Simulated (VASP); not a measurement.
All values below come from PBE GGA, VASP's PBE PAW potentials (set 64) (plane waves; VASP 6.6.1).

VASP ran on this input.

POSCAR:
```
ZrB2
3.1873810
  0.4962538209  -0.8681773531   0.0000000000
  0.4962538209   0.8681773531   0.0000000000
  0.0000000000   0.0000000000   1.1103677282
Zr B
1 2
Direct
  0.0000000000   0.0000000000   0.0000000000
  0.3333330000   0.6666670000   0.5000000000
  0.6956190000   0.3622850000   0.5000000000
```

**INCAR**
```
# general
SYSTEM  = ZrB2
PREC    = Accurate
ENCUT   = 520
LREAL   = F
LASPH   = T

# electronic loop
EDIFF   = 1E-6
NELM    = 100
ALGO    = Normal
LMAXMIX = 4

# smearing
ISMEAR  = -4

# functional
GGA     = PE

# ions
ISIF    = 2

# output
LWAVE   = F
LCHARG  = F
```

**KPOINTS**
```
Automatic mesh
0
Gamma
10 10 8
0 0 0
```

POTCAR, in this order: Zr_sv B (PBE.64 set). Program: vasp_std.

What VASP printed:

**OUTCAR**
```
 ion  position               nearest neighbor table
   1  0.000  0.000  0.000-   3 2.49   3 2.49   2 2.55   2 2.55   2 2.55   2 2.55   2 2.56   2 2.56
                             3 2.56   3 2.56   3 2.60   3 2.60
   2  0.333  0.667  0.500-   3 1.75   3 1.85   3 1.91   1 2.55   1 2.55   1 2.55   1 2.55   1 2.56
                             1 2.56
   3  0.696  0.362  0.500-   2 1.75   2 1.85   2 1.91   1 2.49   1 2.49   1 2.56   1 2.56   1 2.60
                             1 2.60
  LATTYP: Found a base centered orthorhombic cell.
 ALAT       =     3.1635000000
 B/A-ratio  =     1.7494623044
 C/A-ratio  =     1.1187498024
 Subroutine PRICEL returns:
 Original cell was already a primitive cell.
 Subroutine GETGRP returns: Found  2 space group operations
The static configuration has the point symmetry C_1h.
The dynamic configuration has the point symmetry C_1h.
 Subroutine INISYM returns: Found  2 space group operations
 Subroutine IBZKPT returns following result:
 Found    260 irreducible k-points:

 Following reciprocal coordinates:
            Coordinates               Weight
  0.000000  0.000000  0.000000      1.000000
  0.100000  0.000000  0.000000      2.000000
  0.000000  0.100000  0.000000      2.000000
  0.200000  0.000000  0.000000      2.000000
  0.000000  0.200000  0.000000      2.000000
  0.300000  0.000000  0.000000      2.000000
  0.000000  0.300000  0.000000      2.000000
  0.400000  0.000000  0.000000      2.000000
  0.000000  0.400000  0.000000      2.000000
  0.500000 -0.000000  0.000000      1.000000
 -0.000000  0.500000  0.000000      1.000000
  0.100000  0.100000  0.000000      2.000000
  0.200000  0.100000  0.000000      2.000000
  0.100000  0.200000  0.000000      2.000000
  0.300000  0.100000  0.000000      2.000000
  0.100000  0.300000  0.000000      2.000000
  0.400000  0.100000  0.000000      2.000000
  0.100000  0.400000  0.000000      2.000000
...
```

File OSZICAR:
```
       N       E                     dE             d eps       ncg     rms          rms(c)
DAV:   1     0.110716098324E+03    0.11072E+03   -0.98837E+03  6760   0.138E+03
DAV:   2    -0.219637152324E+02   -0.13268E+03   -0.12905E+03  7927   0.336E+02
DAV:   3    -0.274631123363E+02   -0.54994E+01   -0.54560E+01 10957   0.599E+01
DAV:   4    -0.275806503871E+02   -0.11754E+00   -0.11749E+00  8574   0.815E+00
DAV:   5    -0.275843545123E+02   -0.37041E-02   -0.37040E-02 10556   0.103E+00    0.213E+01
DAV:   6    -0.249237742600E+02    0.26606E+01   -0.80524E+00  8271   0.199E+01    0.862E+00
DAV:   7    -0.248964354857E+02    0.27339E-01   -0.88422E-01 10403   0.612E+00    0.312E+00
DAV:   8    -0.248971154650E+02   -0.67998E-03   -0.91831E-02  8116   0.281E+00    0.786E-01
DAV:   9    -0.248946835632E+02    0.24319E-02   -0.15339E-02  8605   0.102E+00    0.140E-01
DAV:  10    -0.248946436819E+02    0.39881E-04   -0.86594E-04  8805   0.276E-01    0.423E-02
DAV:  11    -0.248946570446E+02   -0.13363E-04   -0.31221E-05  9074   0.664E-02    0.141E-02
DAV:  12    -0.248946569368E+02    0.10784E-06   -0.20076E-06  6463   0.155E-02
   1 F= -.24894657E+02 E0= -.24894657E+02  d E =0.000000E+00
```

**OUTCAR**
```
------------------------ aborting loop because EDIFF is reached ----------------------------------------
  FORCE on cell =-STRESS in cart. coord.  units (eV):
  Direction    XX          YY          ZZ          XY          YZ          ZX
  --------------------------------------------------------------------------------------
  Total        0.5186752     -0.6117699      0.0673557      0.1746453      0.0000000      0.0000000
  in kB       26.8222379    -31.6364425      3.4831613      9.0314257      0.0000000      0.0000000
  external PRESSURE =      -0.4436811 kB  Pullay stress =       0.0000000 kB
  volume of cell :       30.98
      direct lattice vectors                 reciprocal lattice vectors
     1.581750000 -2.767212000  0.000000000     0.316105579 -0.180687277  0.000000000
     1.581750000  2.767212000  0.000000000     0.316105579  0.180687277  0.000000000
     0.000000000  0.000000000  3.539165000     0.000000000  0.000000000  0.282552523
 POSITION                                       TOTAL-FORCE (eV/Angst)
 -----------------------------------------------------------------------------------
      0.00000      0.00000      0.00000         0.587480      0.033730      0.000000
      1.58175      0.92241      1.76958         0.778365     -0.100486      0.000000
      1.67334     -0.92241      1.76958        -1.365845      0.066757      0.000000
 -----------------------------------------------------------------------------------
    total drift:                                0.000101      0.000006      0.000000
  FREE ENERGIE OF THE ION-ELECTRON SYSTEM (eV)
  ---------------------------------------------------
  free  energy   TOTEN  =       -24.8946569368 eV

  energy  without entropy=      -24.8946569368  energy(sigma->0) =      -24.89465694
```
(Selected blocks of OUTCAR.)

The compound is ZrB2 in the AlB2 type structure. The cell was not relaxed at this level, atoms are displaced from their ideal sites. The run is one of a series of settings (ISMEAR = -4, SIGMA removed against the base run), some of them coarse on purpose.
